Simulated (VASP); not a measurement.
Calculation: PBEsol GGA, VASP's PBE PAW potentials (set 64) (plane waves; VASP).

The input files of a VASP run:

File POSCAR:
```
MgS
1
   -0.0000000000     2.8246643831     2.8246643831
    2.8246643831    -0.0000000000     2.8246643831
    2.8246643831     2.8246643831     0.0000000000
Mg S
1 1
Direct
  0.0000000000   0.0000000000   0.0000000000
  0.7500000000   0.7500000000   0.7500000000
```

INCAR:
```
ISMEAR = 0   ! Gaussian
ENCUT = 400   ! plane-wave cut-off (eV)
EDIFF = 1E-7   ! SCF stop (eV)
SYSTEM = MgS
GGA = PS
ALGO = Normal   ! blocked Davidson
NELM = 100   ! most electronic steps
LREAL = .False.
LORBIT = 11   ! lm-projected
LWAVE = .False.
ICHARG = 11   ! fixed density
SIGMA = 0.05
PREC = Accurate
LASPH = .True.
LCHARG = .False.
```

File KPOINTS:
```
k-points along high-symmetry lines
15
Line-mode
Reciprocal
  0.000000   0.000000   0.000000 ! GAMMA
 -0.500000  -0.500000   0.000000 ! X

 -0.500000  -0.500000   0.000000 ! X
 -0.375000  -0.375000   0.250000 ! U

 -0.375000   0.000000   0.375000 ! K
  0.000000   0.000000   0.000000 ! GAMMA

  0.000000   0.000000   0.000000 ! GAMMA
  0.000000   0.000000   0.500000 ! L

  0.000000   0.000000   0.500000 ! L
 -0.500000  -0.250000   0.250000 ! W

 -0.500000  -0.250000   0.250000 ! W
 -0.500000  -0.500000   0.000000 ! X
```

POTCAR, in this order: Mg S (PBE.64 set). Program: vasp_std. Read from the step before: CHGCAR.

Output of the run:

**OSZICAR**
```
       N       E                     dE             d eps       ncg     rms          rms(c)
DAV:   1     0.182506477794E+02    0.18251E+02   -0.30485E+03  1488   0.625E+02
DAV:   2    -0.740519761576E+01   -0.25656E+02   -0.24355E+02  2024   0.912E+01
DAV:   3    -0.829875937257E+01   -0.89356E+00   -0.89356E+00  1704   0.233E+01
DAV:   4    -0.830370285737E+01   -0.49435E-02   -0.49435E-02  2352   0.197E+00
DAV:   5    -0.830371050849E+01   -0.76511E-05   -0.76511E-05  1840   0.561E-02
DAV:   6    -0.830371059852E+01   -0.90031E-07   -0.90030E-07  2376   0.450E-03
   1 F= -.83037106E+01 E0= -.83037106E+01  d E =-.314374E-17
```

**OUTCAR**
```
 val. band max:        1.0430481481   @ k =   0.0000   0.0000   0.0000

 cond. band min:       4.3710909128   @ k =   0.0000   0.0000   0.0000



 k-point     1 :       0.0000    0.0000    0.0000
  band No.  band energies     occupation
      1     -10.2487      2.00000
      2       1.0430      2.00000
      3       1.0430      2.00000
      4       1.0430      2.00000
      5       4.3711      0.00000
      6       8.9325      0.00000
      7       8.9325      0.00000
      8       8.9325      0.00000

 k-point     2 :      -0.0357   -0.0357    0.0000
  band No.  band energies     occupation
      1     -10.2387      2.00000
      2       0.9687      2.00000
      3       1.0266      2.00000
      4       1.0266      2.00000
      5       4.4650      0.00000
      6       8.8791      0.00000
      7       8.9689      0.00000
      8       8.9689      0.00000

 k-point     3 :      -0.0714   -0.0714    0.0000
  band No.  band energies     occupation
      1     -10.2087      2.00000
      2       0.7693      2.00000
      3       0.9786      2.00000
      4       0.9786      2.00000
      5       4.7199      0.00000
      6       8.7294      0.00000
      7       9.0765      0.00000
      8       9.0765      0.00000

 k-point     4 :      -0.1071   -0.1071    0.0000
  band No.  band energies     occupation
      1     -10.1600      2.00000
      2       0.4928      2.00000
      3       0.9034      2.00000
      4       0.9034      2.00000
      5       5.0774      0.00000
      6       8.5090      0.00000
      7       9.2507      0.00000
      8       9.2507      0.00000

 k-point     5 :      -0.1429   -0.1429    0.0000
  band No.  band energies     occupation
      1     -10.0940      2.00000
      2       0.1808      2.00000
      3       0.8070      2.00000
      4       0.8070      2.00000
      5       5.4729      0.00000
      6       8.2476      0.00000
      7       9.4850      0.00000
      8       9.4850      0.00000
...
```

The density is held fixed in this step, so its total energy and stress have no physical meaning.

The structure comes from a computed database's MgS entry (F-43m); how it stands against other phases isn't given here. It was relaxed first.
